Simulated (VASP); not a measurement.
# AlCr2C: magnetic orders, part 5 of 5

Is AlCr2C a ferromagnet or an antiferromagnet at this level? The start is a computed cell from the Materials Project.

VASP 6.6.1, plane waves and PAW; the level of theory is named at each step.

Still holding for the runs below: The magnetic state follows from one typed start and may not be the lowest. The k-mesh is coarse for a metal. A U on the itinerant d states of such a compound is hard to justify; it moves the bands at the Fermi level and favours large moments.

So far, largest spin moment in the PAW sphere (μB): step 2 (magnetic order, start order fm, signs ++++) 1.54; step 3 (magnetic order, start order AFM 1, signs +--+) 1.19; step 4 (magnetic order, start order AFM 2, signs +-+-) 1.17; step 5 (magnetic order, start order AFM 3, signs ++--) 0.729.

### Step 9. The run again, with other electronic settings

This step: PBEsol, DFT+U (Cr d 2 eV), spin-polarised, from parallel moments; plane waves and PAW (Cr, Al, C) (VASP 6.6.1).

The run is repeated with the same physical settings; only the threshold, bands or mixing listed below differ.

The input, INCAR:

```
SYSTEM = AlCr2C
PREC = Normal
ENCUT = 480
EDIFF = 1E-05
NELM = 120
ISMEAR = 0
SIGMA = 0.05
LREAL = .FALSE.
ALGO = Normal
GGA = PS
NBANDS = 38
ISPIN = 2
MAGMOM = 3 3 3 3 0 0 0 0
LDAU = .TRUE.
LDAUTYPE = 2
LDAUL = 2 -1 -1
LDAUU = 2 0 0
LDAUJ = 0 0 0
LDAUPRINT = 1
LASPH = .TRUE.
LMAXMIX = 4
LORBIT = 11
LWAVE = .FALSE.
LCHARG = .FALSE.
```

The input, POSCAR:

```
AlCr2C
1.0
    2.8251010646      0.0000000000      0.0000000000
   -1.4125505323      2.4466092902      0.0000000000
    0.0000000000      0.0000000000     12.6013736800
Cr Al C
4 2 2
Direct
    0.3333333333      0.6666666667      0.0850588400
    0.6666666667      0.3333333333      0.5850588400
    0.6666666667      0.3333333333      0.9149411600
    0.3333333333      0.6666666667      0.4149411600
    0.3333333333      0.6666666667      0.7500000000
    0.6666666667      0.3333333333      0.2500000000
    0.0000000000      0.0000000000      0.0000000000
    0.0000000000      0.0000000000      0.5000000000
```

The input, KPOINTS:

```
Automatic mesh
0
Gamma
7 7 2
0 0 0
```

Potentials, in the order of the species: Cr, Al and C (PBE family, release 64).

Command:

```sh
mpirun -np 1 vasp_std
```

Output:

```text
[... set-up lines as in an earlier step ...]
 entering main loop
       N       E                     dE             d eps       ncg     rms          rms(c)
DAV:   1     0.262573479059E+03    0.26257E+03   -0.13170E+04  2432   0.102E+03
DAV:   2    -0.339276487619E+02   -0.29650E+03   -0.27058E+03  2432   0.254E+02
DAV:   3    -0.711162703176E+02   -0.37189E+02   -0.34045E+02  3180   0.959E+01
DAV:   4    -0.733222549297E+02   -0.22060E+01   -0.21735E+01  3686   0.256E+01
DAV:   5    -0.733455977629E+02   -0.23343E-01   -0.23337E-01  3520   0.320E+00    0.476E+01
DAV:   6    -0.634062550160E+02    0.99393E+01   -0.70050E+01  3394   0.972E+01    0.195E+01
DAV:   7    -0.607737256357E+02    0.26325E+01   -0.24490E+01  3346   0.677E+01    0.157E+01
DAV:   8    -0.604006058090E+02    0.37312E+00   -0.25067E+00  3504   0.105E+01    0.715E+00
DAV:   9    -0.602337636778E+02    0.16684E+00   -0.63769E-01  3450   0.104E+01    0.154E+00
DAV:  10    -0.602919213886E+02   -0.58158E-01   -0.86308E-02  3308   0.240E+00    0.754E-01
DAV:  11    -0.603091234441E+02   -0.17202E-01   -0.84788E-03  3646   0.638E-01    0.336E-01
DAV:  12    -0.603108694563E+02   -0.17460E-02   -0.16153E-03  3146   0.304E-01    0.200E-01
DAV:  13    -0.603111203309E+02   -0.25087E-03   -0.34327E-04  3692   0.146E-01    0.919E-02
DAV:  14    -0.603112088575E+02   -0.88527E-04   -0.74539E-05  3176   0.774E-02    0.671E-02
DAV:  15    -0.603113008123E+02   -0.91955E-04   -0.12212E-04  3336   0.872E-02    0.634E-02
DAV:  16    -0.603114155899E+02   -0.11478E-03   -0.25128E-04  3758   0.115E-01    0.569E-02
DAV:  17    -0.603115469843E+02   -0.13139E-03   -0.25071E-04  3710   0.116E-01    0.648E-02
DAV:  18    -0.603113233664E+02    0.22362E-03   -0.62290E-04  3888   0.222E-01    0.570E-02
DAV:  19    -0.603107846055E+02    0.53876E-03   -0.15839E-03  3964   0.317E-01    0.134E-01
DAV:  20    -0.603116690166E+02   -0.88441E-03   -0.56512E-03  3930   0.645E-01    0.687E-02
DAV:  21    -0.603123276974E+02   -0.65868E-03   -0.17974E-03  3750   0.303E-01    0.120E-01
DAV:  22    -0.603125669306E+02   -0.23923E-03   -0.23298E-04  3340   0.105E-01    0.136E-01
DAV:  23    -0.603121841295E+02    0.38280E-03   -0.21719E-04  3640   0.138E-01    0.115E-01
DAV:  24    -0.603123473347E+02   -0.16321E-03   -0.54013E-05  2300   0.758E-02    0.125E-01
DAV:  25    -0.603122166200E+02    0.13071E-03   -0.21741E-05  1680   0.547E-02    0.118E-01
DAV:  26    -0.603120035872E+02    0.21303E-03   -0.10170E-04  3094   0.779E-02    0.103E-01
DAV:  27    -0.603116455361E+02    0.35805E-03   -0.50297E-04  3832   0.170E-01    0.721E-02
DAV:  28    -0.603114782565E+02    0.16728E-03   -0.32585E-04  3800   0.131E-01    0.553E-02
DAV:  29    -0.603112035757E+02    0.27468E-03   -0.89129E-04  3952   0.236E-01    0.609E-02
DAV:  30    -0.603109845131E+02    0.21906E-03   -0.44209E-04  3718   0.147E-01    0.923E-02
DAV:  31    -0.603108012118E+02    0.18330E-03   -0.11621E-04  3186   0.753E-02    0.124E-01
DAV:  32    -0.603107766477E+02    0.24564E-04   -0.14748E-05  1794   0.285E-02    0.128E-01
DAV:  33    -0.603108117761E+02   -0.35128E-04   -0.23958E-06  1312   0.163E-02    0.122E-01
DAV:  34    -0.603108559415E+02   -0.44165E-04   -0.44520E-06  1288   0.151E-02    0.115E-01
DAV:  35    -0.603108783281E+02   -0.22387E-04   -0.36249E-06  1296   0.969E-03    0.111E-01
DAV:  36    -0.603109831004E+02   -0.10477E-03   -0.26190E-05  1896   0.436E-02    0.923E-02
DAV:  37    -0.603109941680E+02   -0.11068E-04   -0.98297E-06  1436   0.205E-02    0.912E-02
DAV:  38    -0.603110646064E+02   -0.70438E-04   -0.17263E-05  1568   0.371E-02    0.787E-02
DAV:  39    -0.603110814528E+02   -0.16846E-04   -0.10681E-05  1516   0.184E-02    0.767E-02
DAV:  40    -0.603110720338E+02    0.94190E-05   -0.15722E-06  1288   0.119E-02
   1 F= -.60311072E+02 E0= -.60306628E+02  d E =-.888831E-02  mag=     6.4688
```

Elapsed: 4.1 min, on 1 MPI rank of AMD EPYC 7R43, shared host; peak memory 0.17 GiB.

Parts of OUTCAR (step 9):

```text
   k-points           NKPTS =     16   k-points in BZ     NKDIM =     16   number of bands    NBANDS=     38

   NELECT =      38.0000    total number of electrons

atom =   1  type =  1  l = 2

 onsite density matrix

spin component  1

  0.5844 -0.0000  0.0000 -0.0157 -0.0000
 -0.0000  0.6977  0.0000  0.0000 -0.0157
  0.0000  0.0000  0.6833  0.0000 -0.0000
 -0.0157  0.0000  0.0000  0.6977  0.0000
 -0.0000 -0.0157 -0.0000  0.0000  0.5844

spin component  2

  0.3056 -0.0000 -0.0000 -0.0716 -0.0000
 -0.0000  0.3099  0.0000  0.0000 -0.0716
 -0.0000  0.0000  0.2231  0.0000 -0.0000
 -0.0716  0.0000  0.0000  0.3099  0.0000
 -0.0000 -0.0716 -0.0000  0.0000  0.3056

 occupancies and eigenvectors

  o =  0.2231  v =  0.0000  0.0000  0.0000  0.0000  0.0000 -0.0000 -0.0000 -1.0000 -0.0000 -0.0000      0.0000  0.0000  0.0000  0.0000  0.0000  0.0000  0.0000  0.0000  0.0000  0.0000
  o =  0.2361  v =  0.0000  0.0000  0.0000  0.0000  0.0000 -0.0001 -0.6965  0.0000 -0.0001 -0.7176      0.0000  0.0000  0.0000  0.0000  0.0000  0.0000  0.0000  0.0000  0.0000  0.0000
  o =  0.2361  v =  0.0000  0.0000  0.0000  0.0000  0.0000  0.7176 -0.0001  0.0000  0.6965 -0.0001      0.0000  0.0000  0.0000  0.0000  0.0000  0.0000  0.0000  0.0000  0.0000  0.0000
  o =  0.3794  v =  0.0000  0.0000  0.0000  0.0000  0.0000 -0.0000 -0.7176 -0.0000  0.0000  0.6965      0.0000  0.0000  0.0000  0.0000  0.0000  0.0000  0.0000  0.0000  0.0000  0.0000
  o =  0.3794  v =  0.0000  0.0000  0.0000  0.0000  0.0000 -0.6965  0.0000  0.0000  0.7176 -0.0000      0.0000  0.0000  0.0000  0.0000  0.0000  0.0000  0.0000  0.0000  0.0000  0.0000
  o =  0.5823  v =  0.0019  0.1351  0.0000  0.0003  0.9908  0.0000  0.0000  0.0000  0.0000  0.0000      0.0000  0.0000  0.0000  0.0000  0.0000  0.0000  0.0000  0.0000  0.0000  0.0000
  o =  0.5823  v =  0.9908 -0.0003 -0.0000  0.1351 -0.0019  0.0000  0.0000  0.0000  0.0000  0.0000      0.0000  0.0000  0.0000  0.0000  0.0000  0.0000  0.0000  0.0000  0.0000  0.0000
  o =  0.6833  v = -0.0000  0.0000 -1.0000  0.0000  0.0000  0.0000  0.0000  0.0000  0.0000  0.0000      0.0000  0.0000  0.0000  0.0000  0.0000  0.0000  0.0000  0.0000  0.0000  0.0000
  o =  0.6998  v = -0.0000 -0.9908 -0.0000  0.0000  0.1351  0.0000  0.0000  0.0000  0.0000  0.0000      0.0000  0.0000  0.0000  0.0000  0.0000  0.0000  0.0000  0.0000  0.0000  0.0000
  o =  0.6998  v =  0.1351 -0.0000 -0.0000 -0.9908  0.0000  0.0000  0.0000  0.0000  0.0000  0.0000      0.0000  0.0000  0.0000  0.0000  0.0000  0.0000  0.0000  0.0000  0.0000  0.0000

atom =   2  type =  1  l = 2

 onsite density matrix

spin component  1

  0.5844  0.0000  0.0000  0.0157 -0.0000
  0.0000  0.6977 -0.0000  0.0000  0.0157
  0.0000 -0.0000  0.6833 -0.0000 -0.0000
  0.0157  0.0000 -0.0000  0.6977 -0.0000
 -0.0000  0.0157 -0.0000 -0.0000  0.5844

spin component  2

  0.3056 -0.0000  0.0000  0.0716 -0.0000
 -0.0000  0.3099 -0.0000  0.0000  0.0716
  0.0000 -0.0000  0.2231 -0.0000 -0.0000
  0.0716  0.0000 -0.0000  0.3099 -0.0000
 -0.0000  0.0716 -0.0000 -0.0000  0.3056

 occupancies and eigenvectors

  o =  0.2231  v =  0.0000  0.0000  0.0000  0.0000  0.0000 -0.0000 -0.0000  1.0000  0.0000  0.0000      0.0000  0.0000  0.0000  0.0000  0.0000  0.0000  0.0000  0.0000  0.0000  0.0000
  o =  0.2361  v =  0.0000  0.0000  0.0000  0.0000  0.0000 -0.0001  0.6965  0.0000  0.0001 -0.7176      0.0000  0.0000  0.0000  0.0000  0.0000  0.0000  0.0000  0.0000  0.0000  0.0000
  o =  0.2361  v =  0.0000  0.0000  0.0000  0.0000  0.0000 -0.7176 -0.0001 -0.0000  0.6965  0.0001      0.0000  0.0000  0.0000  0.0000  0.0000  0.0000  0.0000  0.0000  0.0000  0.0000
  o =  0.3794  v =  0.0000  0.0000  0.0000  0.0000  0.0000  0.0000  0.7176 -0.0000  0.0000  0.6965      0.0000  0.0000  0.0000  0.0000  0.0000  0.0000  0.0000  0.0000  0.0000  0.0000
  o =  0.3794  v =  0.0000  0.0000  0.0000  0.0000  0.0000  0.6965 -0.0000 -0.0000  0.7176 -0.0000      0.0000  0.0000  0.0000  0.0000  0.0000  0.0000  0.0000  0.0000  0.0000  0.0000
[...]
o =  0.2361  v =  0.0000  0.0000  0.0000  0.0000  0.0000 -0.0000 -0.6965 -0.0000  0.0000  0.7176      0.0000  0.0000  0.0000  0.0000  0.0000  0.0000  0.0000  0.0000  0.0000  0.0000
  o =  0.2361  v =  0.0000  0.0000  0.0000  0.0000  0.0000 -0.7176  0.0000  0.0000  0.6965 -0.0000      0.0000  0.0000  0.0000  0.0000  0.0000  0.0000  0.0000  0.0000  0.0000  0.0000
  o =  0.3794  v =  0.0000  0.0000  0.0000  0.0000  0.0000  0.0001 -0.7176  0.0000  0.0001 -0.6965      0.0000  0.0000  0.0000  0.0000  0.0000  0.0000  0.0000  0.0000  0.0000  0.0000
  o =  0.3794  v =  0.0000  0.0000  0.0000  0.0000  0.0000 -0.6965 -0.0001  0.0000 -0.7176 -0.0001      0.0000  0.0000  0.0000  0.0000  0.0000  0.0000  0.0000  0.0000  0.0000  0.0000
  o =  0.5823  v = -0.0053  0.1351 -0.0000  0.0007 -0.9908  0.0000  0.0000  0.0000  0.0000  0.0000      0.0000  0.0000  0.0000  0.0000  0.0000  0.0000  0.0000  0.0000  0.0000  0.0000
  o =  0.5823  v =  0.9908  0.0007 -0.0000 -0.1351 -0.0053  0.0000  0.0000  0.0000  0.0000  0.0000      0.0000  0.0000  0.0000  0.0000  0.0000  0.0000  0.0000  0.0000  0.0000  0.0000
  o =  0.6833  v = -0.0000  0.0000  1.0000 -0.0000 -0.0000  0.0000  0.0000  0.0000  0.0000  0.0000      0.0000  0.0000  0.0000  0.0000  0.0000  0.0000  0.0000  0.0000  0.0000  0.0000
  o =  0.6998  v =  0.0000 -0.9908  0.0000  0.0002 -0.1351  0.0000  0.0000  0.0000  0.0000  0.0000      0.0000  0.0000  0.0000  0.0000  0.0000  0.0000  0.0000  0.0000  0.0000  0.0000
  o =  0.6998  v = -0.1351 -0.0002  0.0000 -0.9908 -0.0000  0.0000  0.0000  0.0000  0.0000  0.0000      0.0000  0.0000  0.0000  0.0000  0.0000  0.0000  0.0000  0.0000  0.0000  0.0000

 E-fermi :   8.2905

 spin component 1
 k-point     1 :       0.0000    0.0000    0.0000
  band No.  band energies     occupation
    ...
     22       7.2094      1.00000
     23       7.9663      1.00000
     24       7.9663      1.00000
     25       8.0075      1.00000
     26       8.0075      1.00000
     27      10.4784      0.00000
     28      11.4135      0.00000
     29      13.3712      0.00000
     30      13.6402      0.00000
     31      13.6402      0.00000
    ...

 k-point     2 :       0.1429    0.0000    0.0000
  band No.  band energies     occupation
    ...
     21       7.2414      1.00000
     22       7.2627      1.00000
     23       8.0493      1.00000
     24       8.0948      1.00000
     25       8.1172      1.00000
     26       8.4241      0.00008
     27      10.5995      0.00000
     28      11.8380      0.00000
     29      12.9551      0.00000
     30      13.2053      0.00000
    ...

  Total        5.2445798      5.2445798      6.7803840      0.0000000     -0.0000000      0.0000000
  in kB       96.4727770     96.4727770    124.7235243      0.0000000     -0.0000000      0.0000000
  external PRESSURE =     105.8896927 kB  Pullay stress =       0.0000000 kB

 POSITION                                       TOTAL-FORCE (eV/Angst)
 -----------------------------------------------------------------------------------
     -0.00000      1.63107      1.07186         0.000000     -0.000000      0.953965
      1.41255      0.81554      7.37255         0.000000      0.000000      0.953965
      1.41255      0.81554     11.52952         0.000000      0.000000     -0.953965
     -0.00000      1.63107      5.22883         0.000000     -0.000000     -0.953965
     -0.00000      1.63107      9.45103         0.000000      0.000000      0.000000
      1.41255      0.81554      3.15034        -0.000000     -0.000000      0.000000
      0.00000      0.00000      0.00000         0.000000      0.000000      0.000000
      0.00000      0.00000      6.30069         0.000000      0.000000      0.000000
 -----------------------------------------------------------------------------------
    total drift:                               -0.000000      0.000000     -0.000000

  FREE ENERGIE OF THE ION-ELECTRON SYSTEM (eV)
  ---------------------------------------------------
  free  energy   TOTEN  =       -60.3110720338 eV

  energy  without entropy=      -60.3021837199  energy(sigma->0) =      -60.30662788

 magnetization (x)
# of ion       s       p       d       tot
------------------------------------------
    1       -0.001  -0.013   1.785   1.770
    2       -0.001  -0.013   1.785   1.770
    3       -0.001  -0.013   1.785   1.770
    4       -0.001  -0.013   1.785   1.770
    5       -0.025  -0.039   0.000  -0.063
    6       -0.025  -0.039   0.000  -0.063
    7       -0.025  -0.160   0.000  -0.185
    8       -0.025  -0.160   0.000  -0.185
--------------------------------------------------
tot         -0.104  -0.449   7.139   6.586

[... 8 parts as in an earlier step ...]

[... 13 further parts left out ...]
```

Numbers from this step:

- electronic cycles: 40
- free energy (TOTEN): -60.3111 eV
- energy at zero smearing: -60.3066 eV
- Fermi energy: 8.290 eV
- moment of the cell, from the last line of the log: 6.469 μB

Spin moment in the PAW sphere by atom:

```csv
atom,spin moment in the PAW sphere (μB)
Cr1,1.77
Cr2,1.77
Cr3,1.77
Cr4,1.77
Al5,-0.06
Al6,-0.06
C7,-0.18
C8,-0.18
```

Force by atom:

```csv
atom,x (eV/Å),y (eV/Å),z (eV/Å),size
Cr1,0.000,0.000,0.954,0.954
Cr2,0.000,0.000,0.954,0.954
Cr3,0.000,0.000,-0.954,0.954
Cr4,0.000,0.000,-0.954,0.954
Al5,0.000,0.000,0.000,0.000
Al6,0.000,0.000,0.000,0.000
C7,0.000,0.000,0.000,0.000
C8,0.000,0.000,0.000,0.000
```

The settings drawn for this run equal those of the run that it repeats.

Against the run that it repeats, EDIFF, NBANDS and AMIX also differ.

Side by side:

```csv
quantity,this run,the run it repeats,difference
energy at zero smearing (eV),-60.307,-60.307,-6.9e-5
free energy (TOTEN) (eV),-60.311,-60.312,0.00100
Fermi energy (eV),8.2905,8.3396,-0.0491
"moment of the cell, from the last line of the log (μB)",6.4688,5.5837,0.885
electronic cycles,40,31,9
```

One result that differs is the moment of the cell, from the last line of the log, 6.47 μB against 5.58 μB.

The energy stays within 0.1 meV an atom.

### Step 10. Results

```
mean moment in the lowest run : 1.19 μB
```

**Reading.** The lowest run started as afm 1 and holds 1.19 μB on average over the atoms that were given a moment; the next state, from afm 3, lies 33.8 meV a magnetic atom higher. The runs hold very different moments, so the differences mix spin states with orders. It ends with the signs +--+ and a net moment of 0.00 μB a cell: opposed moments that cancel. The cell was not relaxed for each state; the pressures of the magnetic ones run from 0.7 to 7.7 GPa, which can move the order. On this k mesh the moments and energy differences of a metal are not converged, and no denser mesh was tried, so the order found is tentative. No other collinear orders were tried, and their comparison leaves spin-orbit coupling out.

[Lines on the potential files, build, host, timing and source positions are cut from VASP's logs without a mark.]

[Logs are printed without paths, hosts, clocks, repeated set-up lines and the standing remarks that a program may print on its own settings, such as how far it seeks lower states.]

[Hosts, paths, dates, database ids (printed as entryN), source tags and the programs' standing remarks are cut or masked in the printed files.]

[In band tables of VASP the shares of atoms and orbitals are scaled to a sum of 1 inside the atoms' spheres.]

[Runs that stopped without an error message from VASP are left out.]
